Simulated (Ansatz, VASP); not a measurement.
# SiC (Moissanite) in two plane-wave programs

One calculation is typed for both programs; each brings its own data sets. How far apart do they land? The cell is taken from a series of runs on this material, whose earlier steps may have relaxed, scaled, displaced or heated it; both programs get it as it stands.

Calculated with Ansatz 0.2.0; plane waves, with VASP 6.6.1 beside it; zone-centre phonons at PBE.

## Step 1: The structure

It takes space group P6_3mc (No. 186, hexagonal). The conventional cell has a = 3.076 Å, b = 3.076 Å, c = 5.048 Å, α = 90.00°, β = 90.00°, γ = 120.00°. Nearest to Si lie 4 C at 1.88 to 1.90 Å. Nearest to C lie 4 Si at 1.88 to 1.90 Å. Farther neighbours are not listed.

## Step 2: Ansatz: zone-centre phonons, PBE

Ansatz runs on its default PAW (the set named soft_2) files.

Second derivatives magnify differences that forces hide, and they need a tight electronic threshold.

input.yaml reads:

```yaml
crystal:
  lattice:
    - [3.076, 0.0, 0.0]
    - [-1.538, 2.663894142, 0.0]
    - [0.0, 0.0, 5.048]
  atoms:
    - { symbol: Si, position: [0.3333333333, 0.6666666667, 0.0045946358] }
    - { symbol: Si, position: [0.6666666667, 0.3333333333, 0.5045946358] }
    - { symbol: C, position: [0.3333333333, 0.6666666667, 0.3804053642] }
    - { symbol: C, position: [0.6666666667, 0.3333333333, 0.8804053642] }
kpoints:
  mp_grid: { grid: [9, 9, 6] }
hamiltonian:
  xc: pbe
scf:
  occupations: { method: fixed }
output:
  eigenvalues: true
phonons:
  method: dfpt
  dielectric: true
  rigid_motions: translations
```

Launch:

```bash
> ansatz run input.yaml --threads 4 --pin off --max-ram 7168MiB --backend cpu --events-out ev --progress --plain --runs-dir out
```

Numbers of over 12 decimals in the logs are rounded to 6 here.

Log:

```text
Engine: ansatz 0.2.0, aarch64-unknown-linux-gnu
Pseudopotentials: kind: paw
Pseudopotential: Si, paw, valence charge 4, recommended cutoff 420 eV (normal), Si.paw.azcp
Pseudopotential: C, paw, valence charge 4, recommended cutoff 420 eV (normal), C.paw.azcp
Functional definition: PBE
  parameter kappa = 0.804
  parameter beta = 0.066725
  exchange = pbe_x(kappa = kappa, mu = beta*pi^2/3)
  correlation = pbe_c(beta = beta)
Crystal: 4 atoms, lattice volume = 41.364 Å³
Basis set: ecut = 420 eV, 785 PW (Γ), exchange–correlation on 48×48×72 points (8 copies of the dense FFT grid, shifted against one another)
Bands: 12, of which v1, the nominal top of the filled ones, is band 8 counted from 1 (7 counted from 0)
Symmetry: 12 space group operations
k-points: 140 of 486 (irreducible under 2 space group operations, time reversal used)
Non-local potential: Si, projectors of the file, l = 0: 2, l = 1: 2, l = 2: 2
Non-local potential: C, projectors of the file, l = 0: 2, l = 1: 2, l = 2: 1
PAW form: soft (Blöchl's): semilocal exchange-correlation on the pseudo side does not see the compensation charge
PAW one-centre angular grid: Si, 110 points (default); XC on 64 Gauss nodes
PAW one-centre angular grid: C, 110 points (default); XC on 64 Gauss nodes
Initial density: superposition of atomic densities (neutral atoms: chi_scale 0, normalization atom), corrected by the library's trained network
Initial wavefunctions: pseudopotential atomic-orbital guess
Functional: x = pbe(κ = 0.804, μ = 0.219515), c = pbe(β = 0.066725)
SCF iter   1: F=—  HF=-1774.301934 eV  |F-HF|=—  |Δ(HF+E_count)|=         —  Δρ=2.55e-3  dr2=2.84e-3  ethr=1.77e-3  ⟨swp⟩=4.3  Hψ=9682  notcnv=0  defer=278
preconditioner: auto → none  [insulator: Δε(μ)=2.253 eV  Ē_g=11.913 eV  n_scr=2 (ndim 8)  ℏωp=23.1 eV  f_vac=0.000  ε∞_Penn≈4.8]
SCF iter   2: F=—  HF=-1774.301819 eV  |F-HF|=—  |Δ(HF+E_count)|=   1.15e-4  Δρ=9.13e-4  dr2=2.06e-4  ethr=1.78e-5  ⟨swp⟩=2.3  Hψ=4197  notcnv=0  defer=277
SCF iter   3: F=—  HF=-1774.301845 eV  |F-HF|=—  |Δ(HF+E_count)|=   2.65e-5  Δρ=3.96e-4  dr2=2.57e-5  ethr=1.28e-6  ⟨swp⟩=2.0  Hψ=2534  notcnv=0  defer=255
SCF iter   4: F=—  HF=-1774.301890 eV  |F-HF|=—  |Δ(HF+E_count)|=   4.50e-5  Δρ=6.87e-5  dr2=8.59e-7  ethr=1.61e-7  ⟨swp⟩=2.4  Hψ=2757  notcnv=0  defer=4
SCF iter   5: F=—  HF=-1774.301893 eV  |F-HF|=—  |Δ(HF+E_count)|=   2.55e-6  Δρ=5.31e-6  dr2=4.45e-9  ethr=5.37e-9  ⟨swp⟩=2.2  Hψ=2815  notcnv=0
SCF iter   6: F=—  HF=-1774.301893 eV  |F-HF|=—  |Δ(HF+E_count)|=   1.33e-8  Δρ=7.11e-7  dr2=1.15e-10  ethr=2.78e-11  ⟨swp⟩=2.0  Hψ=2768  notcnv=0
SCF iter   7: F=-1774.301893 eV  HF=-1774.301893 eV  |F-HF|=6.37e-12  |Δ(HF+E_count)|=  2.14e-10  Δρ=1.14e-7  dr2=3.27e-12  ethr=1.00e-12  ⟨swp⟩=7.5  Hψ=10373  notcnv=0
SCF 1 converged in 7 iterations: F = -1774.301893 eV  dr2 = 3.27e-12
  greatest PAW one-centre occupation: 0.645 electrons in one spin orbital (limit 2), on the C atom at site 3 (counted from 0), in its partial waves of l = 0
NSCF: frozen V_eff on 4 k-points
DFPT response loops at Γ: preconditioner auto → Resta (q_TF=auto, 2.329 Å⁻¹)  ε∞=5.1 (no band partly filled); β = 1.00, the filter's whole step (`scf.mixing.beta` (0.50) is not read by the response loops at its default; to damp them type it under 1.00, their step now; it binds the ground state too); Broyden in place of MSR1
── the response to a field inside a basis, on 10×10×6 k-points: an SCF that follows is theirs, and a resumed run solves both again ──
Bands: 9, of which v1, the nominal top of the filled ones, is band 8 counted from 1 (7 counted from 0)
k-points: 90 of 600 (irreducible under 4 space group operations, time reversal used)
Initial density: handed on by an earlier stage of this run
Initial wavefunctions: pseudopotential atomic-orbital guess (no wavefunctions were taken with the density)
Eigensolver: Dense (90 Hₖ)
SCF iter   1: F=—  HF=-1774.302753 eV  |F-HF|=—  |Δ(HF+E_count)|=         —  Δρ=2.99e-4  dr2=5.67e-6  ethr=1.00e-1
preconditioner: auto → none  [insulator: Δε(μ)=2.522 eV  Ē_g=10.170 eV  n_scr=2 (ndim 8)  ℏωp=23.1 eV  f_vac=0.000  ε∞_Penn≈6.2]
SCF iter   2: F=—  HF=-1774.302760 eV  |F-HF|=—  |Δ(HF+E_count)|=   6.84e-6  Δρ=1.48e-4  dr2=1.36e-6  ethr=3.54e-8
SCF iter   3: F=—  HF=-1774.302762 eV  |F-HF|=—  |Δ(HF+E_count)|=   2.61e-6  Δρ=2.83e-5  dr2=2.55e-7  ethr=8.49e-9
SCF iter   4: F=-1774.302762 eV  HF=-1774.302762 eV  |F-HF|=8.51e-10  |Δ(HF+E_count)|=   4.50e-8  Δρ=3.18e-6  dr2=1.40e-9  ethr=1.59e-9
SCF 1 converged in 4 iterations: F = -1774.302762 eV  dr2 = 1.40e-9
  greatest PAW one-centre occupation: 0.646 electrons in one spin orbital (limit 2), on the C atom at site 3 (counted from 0), in its partial waves of l = 0
DFPT response loops at Γ: preconditioner auto → Resta (q_TF=auto, 2.329 Å⁻¹)  ε∞=4.9 (no band partly filled); β = 1.00, the filter's whole step (`scf.mixing.beta` (0.50) is not read by the response loops at its default; to damp them type it under 1.00, their step now; it binds the ground state too); Broyden in place of MSR1
SCF converged after 7 iterations
Free energy (F): -1774.301893 eV
Harris-Foulkes:  -1774.301893 eV  (|F-HF|=6.37e-12)
Internal energy: -1774.301893 eV  (E = F + TS)
E sigma→0 (E₀):  -1774.301893 eV
Fermi energy:    9.632721 eV
--- Per-component energies (eV) ---
  E_band       = 57.548624
  E_kinetic    = 271.645972
  E_local      = -210.541890  (includes V_loc(G=0)·N_el)
  E_nonlocal   = 103.666201
  E_hartree    = 65.032349
  E_xc         = -211.101084
  E_vxc        = -218.865476  (∫ρ·V_xc dr)
  E_paw        = -1224.169134  (= ΣΔE_a)
  E_vpaw       = -18.420922  (= ΣTr[D̂ρ^β])
  E_aug_tail   = 0.000027  (compensation charges beyond the density's cutoff)
  E_ewald      = -568.834333
  E_smearing   = -0.000000  (= −TS)
  E_closure    = 0.000000  (closes the sum)
  Σ components = -1774.301893   (vs F -1774.301893, Δ=0.00e0)
--- Band table (eV; the first three rows and the last of 140) ---
  k-point 0: bands = [... 4 lower, 8.3163, 9.5222, 9.6327, 9.6327, 14.4305, 15.8268, 16.3011, 16.3011]
  k-point 1: bands = [... 4 lower, 8.3921, 8.7856, 9.5297, 9.5297, 14.5564, 16.3467, 16.3467, 16.3697]
  k-point 2: bands = [... 4 lower, 8.6068, 8.6068, 9.2610, 9.2610, 14.9283, 16.2747, 16.5495, 16.5495]
  k-point 139: bands = [... 4 lower, 5.5774, 5.5774, 7.3733, 7.3733, 14.5319, 14.5319, 16.8077, 16.8077]
--- Phonons (Γ-DFPT): 4 representative perturbations + reference, on 140 of 486 k-points (Σ response iterations 12) ---
  k mesh reduced under 2 symmetry operations, with k and −k counted as one. Each operation leaves every solved perturbation unchanged. A smaller set is not considered because the run solves the response to a homogeneous field
  ASR residual: 4.952e-5 → 0.000e0 eV/Å²; symmetrization residual: 3.473e-6 eV/Å²
  ASR residual per site (eV/Å²): 3.13e-5 3.13e-5 4.95e-5 4.95e-5
  Γ frequencies (cm⁻¹): 0.00 0.00 0.00 256.18 256.18 593.13 758.15 758.15 762.87 792.08 792.08 829.51
  ε∞ (high-frequency dielectric tensor):
        6.910579    -0.000000    -0.000000
        0.000000     6.910579     0.000000
       -0.000000     0.000000     7.281256
  ε⁰ (static dielectric tensor: ions relaxed, cell fixed):
       10.137489    -0.000000     0.000000
       -0.000000    10.137489    -0.000000
        0.000000    -0.000000    11.299442
  ε⁰ − ε∞ (ionic part):
        3.226910    -0.000000     0.000000
       -0.000000     3.226910    -0.000000
        0.000000    -0.000000     4.018186
  softest optical mode at Γ: 256.18 cm⁻¹; the repairs (sum rule, projections) moved no ω² at Γ by more than (1.44 cm⁻¹)²
  Born effective charges Z* (e; rows j = field, columns β = displacement):
    site 0:
         2.67563    0.00000    0.00000
        -0.00000    2.67563    0.00000
        -0.00000   -0.00000    2.87559
    site 1:
         2.67563   -0.00000   -0.00000
        -0.00000    2.67563   -0.00000
         0.00000    0.00000    2.87559
    site 2:
        -2.67563    0.00000    0.00000
        -0.00000   -2.67563    0.00000
         0.00000    0.00000   -2.87559
    site 3:
        -2.67563   -0.00000   -0.00000
         0.00000   -2.67563   -0.00000
        -0.00000   -0.00000   -2.87559
  Z* charge neutrality: 2.665e-3 e pre-enforcement
  solved inside a basis spanned on kpoints, on 10×10×6 k-points, its susceptibility summed on 16×16×8: ε∞ is read to err by 2.6e-2, Z* by 1.5e-2 e (field_mesh: kpoints solves on kpoints); Z* is corrected for what the basis lacks
  optical modes at Γ without the LO–TO term, one row a degenerate level:
      ω (cm⁻¹)  modes    IR ((D/Å)²/amu)
        256.18      2             0.0000
        593.13      1             0.0000
        758.15      2             0.0000
[...]
optical modes at Γ + LO–TO along q̂ = [1.0000, 0.0000, 0.0000]:
      ω (cm⁻¹)  modes    IR ((D/Å)²/amu)
[...]
optical modes at Γ + LO–TO along q̂ = [0.0000, 1.0000, 0.0000]:
      ω (cm⁻¹)  modes    IR ((D/Å)²/amu)
[...]
829.51      1             0.0000
        959.35      1            39.2637
  optical modes at Γ + LO–TO along q̂ = [0.0000, 0.0000, 1.0000]:
      ω (cm⁻¹)  modes    IR ((D/Å)²/amu)
        256.18      2             0.0000
        593.13      1             0.0000
        758.15      2             0.0000
        792.08      2            78.5274
        829.51      1             0.0000
        950.33      1            45.3516
```

(Part 1 of 3 ends here.)

[Lines on the potential files, build, host, timing and source positions are cut from VASP's logs without a mark.]

[Logs are printed without paths, hosts, clocks, repeated set-up lines and the standing remarks that a program may print on its own settings, such as how far it seeks lower states.]

[Hosts, paths, dates, database ids (printed as entryN), source tags and the programs' standing remarks are cut or masked in the printed files.]
